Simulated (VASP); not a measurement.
# How k-mesh and SCF solver change a VASP run on PtS2

How sensitive are energy, pressure and forces of PtS2 to the k-mesh and SCF solver? The atoms are off their equilibrium sites, so that forces can be compared too. The series runs use LDA. The k-mesh tried: 2 2 2; 3 3 2; 4 4 3; 5 5 3; 6 6 4; 9 9 5; 11 11 7; 13 13 8. The SCF solver tried: ALGO = Normal; ALGO = Fast; ALGO = VeryFast; ALGO = All; ALGO = Damped; AMIX = 0.1, BMIX = 0.01; AMIX = 0.8; IMIX = 1, AMIX = 0.2. The atoms of the start are displaced at random from the sites of a P-3m1 cell.

Calculated with VASP 6.6.1; LDA; plane waves and PAW (Pt, S).

### Step 1. The starting structure

Symmetry: P1, No. 1, triclinic system. The conventional cell has a = 3.543 Å, b = 3.543 Å, c = 5.039 Å, α = 90.00°, β = 90.00°, γ = 120.00°. Nearest to Pt lie 6 S at 2.31 to 2.37 Å. S has 3 Pt at 2.31 to 2.33 Å nearest. Nearest to S lie 3 Pt at 2.32 to 2.37 Å. Farther neighbours and most contacts between anions are not listed.

### Step 2. K-mesh: 2 2 2

The sum over the zone converges with the mesh, fast for insulators and slowly for metals. LDA, the lowest rung, knows the local density alone.

INCAR

```
SYSTEM = PtS2
PREC = Accurate
ENCUT = 400
EDIFF = 1E-06
NELM = 100
ISMEAR = -1
SIGMA = 0.05
LREAL = .FALSE.
ALGO = Normal
GGA = CA
NBANDS = 17
LASPH = .TRUE.
LORBIT = 11
LWAVE = .FALSE.
LCHARG = .FALSE.
NCORE = 4
ISIF = 2
```

POSCAR

```
PtS2
1.0
    3.5432000000      0.0000000000      0.0000000000
   -1.7716000000      3.0685012107      0.0000000000
    0.0000000000      0.0000000000      5.0388000000
Pt S
1 2
Direct
   -0.0005740000     -0.0065100000      0.0100490000
    0.3338500000      0.6644070000      0.2256870000
    0.6683970000      0.3381490000      0.7803540000
```

KPOINTS

```
Automatic mesh
0
Gamma
2 2 2
0 0 0
```

PAW data sets: Pt and S (PBE family, release 64).

Run with:

```
> mpirun -np 4 vasp_std
```

Log:

```text
[banner, memory and clock lines left out]
running    4 mpi-ranks, on    1 nodes
 distrk:  each k-point on    4 cores,    1 groups
 distr:  one band on    4 cores,    1 groups

 POSCAR found type information on POSCAR PtS
 POSCAR found :  2 types and       3 ions
|                                                                             |
|               ----> ADVICE to this user running VASP <----                  |
|                                                                             |
|     You enforced a specific xc type in the INCAR file but a different       |
|     [... a line on the potential file left out ...]
|     I HOPE YOU KNOW WHAT YOU ARE DOING!                                     |
|                                                                             |

 LDA part: xc-table for (Slater(with rela. corr.)+CA(PZ))
 , standard interpolation
 POSCAR, INCAR and KPOINTS ok, starting setup
 FFT: planning ... GRIDC
 FFT: planning ... GRID_SOFT
 FFT: planning ... GRID
 WAVECAR not read
 entering main loop
       N       E                     dE             d eps       ncg     rms          rms(c)
DAV:   1     0.916080191593E+02    0.91608E+02   -0.90727E+03   280   0.923E+02
DAV:   2    -0.166428806472E+02   -0.10825E+03   -0.10618E+03   344   0.210E+02
DAV:   3    -0.206487880680E+02   -0.40059E+01   -0.39852E+01   302   0.419E+01
DAV:   4    -0.206938988160E+02   -0.45111E-01   -0.45090E-01   349   0.494E+00
DAV:   5    -0.206946275932E+02   -0.72878E-03   -0.72876E-03   324   0.593E-01    0.200E+01
DAV:   6    -0.192404911357E+02    0.14541E+01   -0.75743E+00   275   0.235E+01    0.113E+01
DAV:   7    -0.190405910194E+02    0.19990E+00   -0.10782E+00   282   0.880E+00    0.495E+00
DAV:   8    -0.190061725856E+02    0.34418E-01   -0.50465E-02   293   0.165E+00    0.123E+00
DAV:   9    -0.190027016482E+02    0.34709E-02   -0.64401E-03   316   0.690E-01    0.185E-01
DAV:  10    -0.190026149349E+02    0.86713E-04   -0.73500E-04   306   0.181E-01    0.865E-02
DAV:  11    -0.190026253529E+02   -0.10418E-04   -0.57200E-05   307   0.461E-02    0.432E-02
DAV:  12    -0.190026258091E+02   -0.45618E-06   -0.45173E-06   280   0.181E-02
   1 F= -.19002626E+02 E0= -.19002626E+02  d E =-.541586E-08
```

The job ended after 1.6 s (4 MPI ranks of Intel Xeon 6975P-C (Granite Rapids), shared host; peak memory 0.39 GiB).

The logs omit lines about the potential files and the build; timing stands in the text.

Parts of OUTCAR (step 2):

```text
ion  position               nearest neighbor table
   1  0.999  0.993  0.010-   2 2.31   2 2.31   3 2.32   2 2.33   3 2.36   3 2.37
   2  0.334  0.664  0.226-   1 2.31   1 2.31   1 2.33
   3  0.668  0.338  0.780-   1 2.32   1 2.36   1 2.37

  LATTYP: Found a hexagonal cell.
 ALAT       =     3.5432000000
 C/A-ratio  =     1.4221043125

 Subroutine GETGRP returns: Found  1 space group operations
 (whereof  1 operations were pure point group operations)

The static configuration has the point symmetry C_1 .

 Found      8 irreducible k-points:

   k-points           NKPTS =      8   k-points in BZ     NKDIM =      8   number of bands    NBANDS=     17

   dimension x,y,z NGX =    24 NGY =   24 NGZ =   36
   dimension x,y,z NGXF=    48 NGYF=   48 NGZF=   72

   ENCUT  =  400.0 eV  29.40 Ry    5.42 a.u.   5.78  5.78  8.22*2*pi/ulx,y,z

   NELECT =      22.0000    total number of electrons

 k-points in reciprocal lattice and weights: Automatic mesh
   0.00000000  0.00000000  0.00000000       0.125
   0.50000000  0.00000000  0.00000000       0.125
   0.00000000  0.50000000  0.00000000       0.125
   0.50000000  0.50000000  0.00000000       0.125
   0.00000000  0.00000000  0.50000000       0.125
   0.50000000  0.00000000  0.50000000       0.125
   0.00000000  0.50000000  0.50000000       0.125
   0.50000000  0.50000000  0.50000000       0.125

 average (electrostatic) potential at core
       1 -68.5632       2 -85.3326       3 -85.2895

 E-fermi :   7.3024

 k-point     1 :       0.0000    0.0000    0.0000
  band No.  band energies     occupation
    ...
      7       2.4099      2.00000
      8       4.7280      2.00000
      9       5.3969      2.00000
     10       5.4559      2.00000
     11       6.3852      2.00000
     12       9.0072      0.00000
     13       9.0816      0.00000
     14      11.2352      0.00000
     15      12.1114      0.00000
     16      14.3546      0.00000
    ...

 k-point     2 :       0.5000    0.0000    0.0000
  band No.  band energies     occupation
    ...
      7       3.0017      2.00000
      8       3.0710      2.00000
      9       3.1563      2.00000
     10       3.5624      2.00000
     11       4.1801      2.00000
     12       8.2756      0.00000
     13       9.4072      0.00000
     14      11.9617      0.00000
     15      12.9824      0.00000
     16      14.7927      0.00000
    ...

 k-point     3 :       0.0000    0.5000    0.0000
  band No.  band energies     occupation
    ...
      7       2.9577      2.00000
      8       3.0938      2.00000
      9       3.1370      2.00000
     10       3.5235      2.00000
     11       4.1912      2.00000
     12       8.3319      0.00000
     13       9.3817      0.00000
     14      11.9411      0.00000
     15      12.9536      0.00000
     16      14.7802      0.00000
    ...

  Total        0.1640994      0.2582424      1.1374231      0.0137977      0.2741979     -0.0888384
  in kB        4.7991951      7.5524713     33.2646958      0.4035215      8.0190999     -2.5981392
  external PRESSURE =      15.2054541 kB  Pullay stress =       0.0000000 kB

  energy-cutoff  :      400.00
  volume of cell :       54.78
      direct lattice vectors                 reciprocal lattice vectors
     3.543200000  0.000000000  0.000000000     0.282230752  0.162946001  0.000000000
    -1.771600000  3.068501211  0.000000000     0.000000000  0.325892001  0.000000000
     0.000000000  0.000000000  5.038800000     0.000000000  0.000000000  0.198459951

 POSITION                                       TOTAL-FORCE (eV/Angst)
 -----------------------------------------------------------------------------------
      1.78110      3.04853      0.05063        -0.203735      0.659601     -0.904917
      0.00583      2.03873      1.13719         0.064219     -0.214281      0.286190
      1.76920      1.03761      3.93205         0.139516     -0.445320      0.618727
 -----------------------------------------------------------------------------------
    total drift:                                0.000095     -0.000100     -0.000411

  FREE ENERGIE OF THE ION-ELECTRON SYSTEM (eV)
  ---------------------------------------------------
  free  energy   TOTEN  =       -19.0026258091 eV

  energy  without entropy=      -19.0026258036  energy(sigma->0) =      -19.00262581

 total charge
# of ion       s       p       d       tot
------------------------------------------
    1        0.747   0.848   8.029   9.625
    2        1.346   2.293   0.000   3.639
    3        1.351   2.274   0.000   3.626
--------------------------------------------------
tot          3.445   5.416   8.029  16.890

[... 3 further parts left out ...]
```

The gap is read on the k-mesh alone, so it is an upper bound where the band edges lie off the mesh. Spin-orbit coupling is off here; with elements this heavy it splits and shifts levels by tenths of an eV or more. The PAW data sets were made with PBE, though LDA sets exist; this is a small mismatch.

This step gave:

| Property | Result |
| --- | --- |
| SCF cycles | 12 |
| electrons | 22 |
| bands | 17 |
| irreducible k-points | 8 |
| symmetry operations | 1 |
| free energy (TOTEN) | -19.00 eV |
| Fermi energy | 7.302 eV |
| pressure | 1.521 GPa |
| metallic | no |
| valence top at k | 0, 0, 0 |
| conduction bottom at k | 0.5, 0.5, 0 |
| least direct gap at k | 0, 0, 0 |
| gap on the k-mesh | 1.860 eV |
| least direct gap on the k-mesh | 2.622 eV |

The series starts at -6.3342 eV an atom and 1.52 GPa, after 12 cycles in 1.6 s.

### Step 3. K-mesh: 3 3 2

INCAR: that of step 2 with these lines changed.

```diff
@@ -15,3 +15,4 @@
 LCHARG = .FALSE.
-NCORE = 4
+KPAR = 2
+NCORE = 2
 ISIF = 2
```

POSCAR is that of step 2.

KPOINTS

```
Automatic mesh
0
Gamma
3 3 2
0 0 0
```

Run with:

```
> mpirun -np 4 vasp_std
```

Log:

```text
[banner, memory and clock lines left out]
running    4 mpi-ranks, on    1 nodes
[...]
[... a notice as in an earlier step ...]

 LDA part: xc-table for (Slater(with rela. corr.)+CA(PZ))
 , standard interpolation
 POSCAR, INCAR and KPOINTS ok, starting setup
[...]
entering main loop
       N       E                     dE             d eps       ncg     rms          rms(c)
DAV:   2    -0.154225158433E+02   -0.10876E+03   -0.10556E+03   401   0.204E+02
DAV:   3    -0.197318539497E+02   -0.43093E+01   -0.42902E+01   446   0.435E+01
DAV:   4    -0.197727484596E+02   -0.40895E-01   -0.40879E-01   445   0.467E+00
DAV:   5    -0.197734467429E+02   -0.69828E-03   -0.69824E-03   444   0.582E-01    0.210E+01
[...]
DAV:  11    -0.182072892783E+02   -0.11050E-04   -0.35148E-05   413   0.521E-02    0.445E-02
DAV:  12    -0.182072878354E+02    0.14429E-05   -0.11244E-05   411   0.354E-02    0.837E-03
DAV:  13    -0.182072877303E+02    0.10506E-06   -0.96994E-07   222   0.941E-03
   1 F= -.18207288E+02 E0= -.18207287E+02  d E =-.168140E-05
```

It took 1.8 s on 4 MPI ranks; peak memory 0.45 GiB.

From OUTCAR (step 3):

```text
  Total        1.9555174      2.2294423      1.8453336      0.0467298      0.2744565     -0.0904353
  in kB       57.1904072     65.2015218     53.9680087      1.3666444      8.0266637     -2.6448397
  external PRESSURE =      58.7866459 kB  Pullay stress =       0.0000000 kB

 POSITION                                       TOTAL-FORCE (eV/Angst)
 -----------------------------------------------------------------------------------
      1.78110      3.04853      0.05063        -0.156664      0.511105     -0.776651
      0.00583      2.03873      1.13719         0.037256     -0.132917      1.516104
      1.76920      1.03761      3.93205         0.119408     -0.378188     -0.739453
 -----------------------------------------------------------------------------------
    total drift:                                0.000105     -0.000083     -0.000012

  FREE ENERGIE OF THE ION-ELECTRON SYSTEM (eV)
  ---------------------------------------------------
  free  energy   TOTEN  =       -18.2072877303 eV

  energy  without entropy=      -18.2072860489  energy(sigma->0) =      -18.20728689

[... 1 part as in an earlier step ...]

[... 2 further parts left out ...]
[key lines of the parts left out:]
E-fermi :   6.8852
```

Against the run before the energy moves by +265.11 meV an atom and the pressure by +4.36 GPa, after 13 cycles in 1.8 s.

### Step 4. K-mesh: 4 4 3

INCAR: that of step 3 with these lines changed.

```diff
@@ -15,4 +15,3 @@
 LCHARG = .FALSE.
-KPAR = 2
-NCORE = 2
+KPAR = 4
 ISIF = 2
```

POSCAR is that of step 3.

KPOINTS

```
Automatic mesh
0
Gamma
4 4 3
0 0 0
```

Run with:

```
> mpirun -np 4 vasp_std
```

Log:

```text
[banner, memory and clock lines left out]
running    4 mpi-ranks, on    1 nodes
[...]
[... a notice as in an earlier step ...]

 LDA part: xc-table for (Slater(with rela. corr.)+CA(PZ))
 , standard interpolation
 POSCAR, INCAR and KPOINTS ok, starting setup
[...]
entering main loop
       N       E                     dE             d eps       ncg     rms          rms(c)
DAV:   1     0.883468457140E+02    0.88347E+02   -0.88952E+03   924   0.920E+02
DAV:   2    -0.156992642416E+02   -0.10405E+03   -0.10101E+03  1097   0.205E+02
DAV:   3    -0.196625390574E+02   -0.39633E+01   -0.39448E+01  1160   0.418E+01
DAV:   4    -0.197022692846E+02   -0.39730E-01   -0.39716E-01  1154   0.456E+00
[...]
DAV:  11    -0.181102151130E+02   -0.11038E-04   -0.42031E-05  1152   0.557E-02    0.405E-02
DAV:  12    -0.181102138808E+02    0.12322E-05   -0.15081E-05  1046   0.380E-02    0.857E-03
DAV:  13    -0.181102136513E+02    0.22952E-06   -0.12672E-06   569   0.111E-02
   1 F= -.18110214E+02 E0= -.18110212E+02  d E =-.405373E-05
```

It took 2.8 s on 4 MPI ranks; peak memory 0.52 GiB.

From OUTCAR (step 4):

```text
  Total        2.2285429      2.5581001      1.5947812      0.0560021      0.2992832     -0.0978974
  in kB       65.1752179     74.8133385     46.6404370      1.6378190      8.7527361     -2.8630736
  external PRESSURE =      62.2096645 kB  Pullay stress =       0.0000000 kB

 POSITION                                       TOTAL-FORCE (eV/Angst)
 -----------------------------------------------------------------------------------
      1.78110      3.04853      0.05063        -0.148534      0.488104     -0.712618
      0.00583      2.03873      1.13719         0.028707     -0.107810      1.626820
      1.76920      1.03761      3.93205         0.119827     -0.380295     -0.914202
 -----------------------------------------------------------------------------------
    total drift:                                0.000090     -0.000092     -0.000035

  FREE ENERGIE OF THE ION-ELECTRON SYSTEM (eV)
  ---------------------------------------------------
  free  energy   TOTEN  =       -18.1102136513 eV

  energy  without entropy=      -18.1102095976  energy(sigma->0) =      -18.11021162

[... 1 part as in an earlier step ...]

[... 2 further parts left out ...]
[key lines of the parts left out:]
E-fermi :   6.8303
```

Against the run before the energy moves by +32.36 meV an atom and the pressure by +0.34 GPa, after 13 cycles in 2.8 s.

### Step 5. K-mesh: 5 5 3

INCAR is that of step 4.

POSCAR is that of step 4.

KPOINTS

```
Automatic mesh
0
Gamma
5 5 3
0 0 0
```

Run with:

```
> mpirun -np 4 vasp_std
```

Log:

```text
[... set-up lines as in an earlier step ...]
 entering main loop
       N       E                     dE             d eps       ncg     rms          rms(c)
DAV:   1     0.912236338431E+02    0.91224E+02   -0.90025E+03  1348   0.923E+02
DAV:   2    -0.155536434761E+02   -0.10678E+03   -0.10365E+03  1653   0.203E+02
DAV:   3    -0.196563905373E+02   -0.41027E+01   -0.40820E+01  1602   0.421E+01
DAV:   4    -0.196981696217E+02   -0.41779E-01   -0.41760E-01  1765   0.470E+00
[...]
DAV:  11    -0.180987535247E+02   -0.11278E-04   -0.50334E-05  1660   0.620E-02    0.487E-02
DAV:  12    -0.180987507201E+02    0.28046E-05   -0.16446E-05  1514   0.420E-02    0.879E-03
DAV:  13    -0.180987505849E+02    0.13523E-06   -0.11890E-06   808   0.995E-03
   1 F= -.18098751E+02 E0= -.18098750E+02  d E =-.532031E-06
```

Elapsed: 3.4 s, on 4 MPI ranks; peak memory 0.54 GiB.

OUTCAR, selected parts (step 5):

```text
  Total        2.1805610      2.5041242      1.8987943      0.0544980      0.3029382     -0.0990908
  in kB       63.7719555     73.2347754     55.5315005      1.5938301      8.8596302     -2.8979759
  external PRESSURE =      64.1794105 kB  Pullay stress =       0.0000000 kB

 POSITION                                       TOTAL-FORCE (eV/Angst)
 -----------------------------------------------------------------------------------
      1.78110      3.04853      0.05063        -0.146157      0.482258     -0.737306
      0.00583      2.03873      1.13719         0.027862     -0.105080      1.610457
      1.76920      1.03761      3.93205         0.118295     -0.377178     -0.873152
 -----------------------------------------------------------------------------------
    total drift:                                0.000104     -0.000078     -0.000039

  FREE ENERGIE OF THE ION-ELECTRON SYSTEM (eV)
  ---------------------------------------------------
  free  energy   TOTEN  =       -18.0987505849 eV

  energy  without entropy=      -18.0987500529  energy(sigma->0) =      -18.09875032

[... 1 part as in an earlier step ...]

[... 2 further parts left out ...]
[key lines of the parts left out:]
E-fermi :   7.0314
```

Against the run before the energy moves by +3.82 meV an atom and the pressure by +0.20 GPa, after 13 cycles in 3.4 s.

### Step 6. K-mesh: 6 6 4

INCAR is that of step 5.

POSCAR is that of step 5.

KPOINTS

```
Automatic mesh
0
Gamma
6 6 4
0 0 0
```

Run with:

```
> mpirun -np 4 vasp_std
```

Log:

```text
[... set-up lines as in an earlier step ...]
 entering main loop
       N       E                     dE             d eps       ncg     rms          rms(c)
DAV:   1     0.898880184002E+02    0.89888E+02   -0.90092E+03  2736   0.924E+02
DAV:   2    -0.156750549484E+02   -0.10556E+03   -0.10243E+03  3262   0.205E+02
DAV:   3    -0.196541647039E+02   -0.39791E+01   -0.39590E+01  3258   0.417E+01
DAV:   4    -0.196965032197E+02   -0.42339E-01   -0.42320E-01  3486   0.464E+00
[...]
DAV:  11    -0.180916470176E+02   -0.11338E-04   -0.44778E-05  3282   0.571E-02    0.456E-02
DAV:  12    -0.180916448873E+02    0.21303E-05   -0.14189E-05  3088   0.383E-02    0.887E-03
DAV:  13    -0.180916447293E+02    0.15799E-06   -0.11394E-06  1680   0.997E-03
   1 F= -.18091645E+02 E0= -.18091639E+02  d E =-.123394E-04
```

It took 5.2 s on 4 MPI ranks; peak memory 0.63 GiB.

Parts of OUTCAR (step 6):

```text
  Total        2.1376014      2.4533753      2.0421615      0.0529952      0.3019116     -0.0988270
  in kB       62.5155723     71.7505922     59.7243703      1.5498789      8.8296055     -2.8902599
  external PRESSURE =      64.6635116 kB  Pullay stress =       0.0000000 kB

 POSITION                                       TOTAL-FORCE (eV/Angst)
 -----------------------------------------------------------------------------------
      1.78110      3.04853      0.05063        -0.146003      0.481908     -0.745859
      0.00583      2.03873      1.13719         0.028316     -0.106362      1.588307
      1.76920      1.03761      3.93205         0.117686     -0.375547     -0.842447
 -----------------------------------------------------------------------------------
    total drift:                                0.000105     -0.000072     -0.000046

  FREE ENERGIE OF THE ION-ELECTRON SYSTEM (eV)
  ---------------------------------------------------
  free  energy   TOTEN  =       -18.0916447293 eV

  energy  without entropy=      -18.0916323899  energy(sigma->0) =      -18.09163856

[... 1 part as in an earlier step ...]

[... 2 further parts left out ...]
[key lines of the parts left out:]
E-fermi :   6.9757
```

Against the run before the energy moves by +2.37 meV an atom and the pressure by +0.05 GPa, after 13 cycles in 5.2 s.

(Part 1 of 3 ends here.)

[Lines on the potential files, build, host, timing and source positions are cut from VASP's logs without a mark.]

[Logs are printed without paths, hosts, clocks, repeated set-up lines and the standing remarks that a program may print on its own settings, such as how far it seeks lower states.]

[Hosts, paths, dates, database ids (printed as entryN), source tags and the programs' standing remarks are cut or masked in the printed files.]

[A measured line is paired with the nearest computed mode of its activity, which favours agreement.]
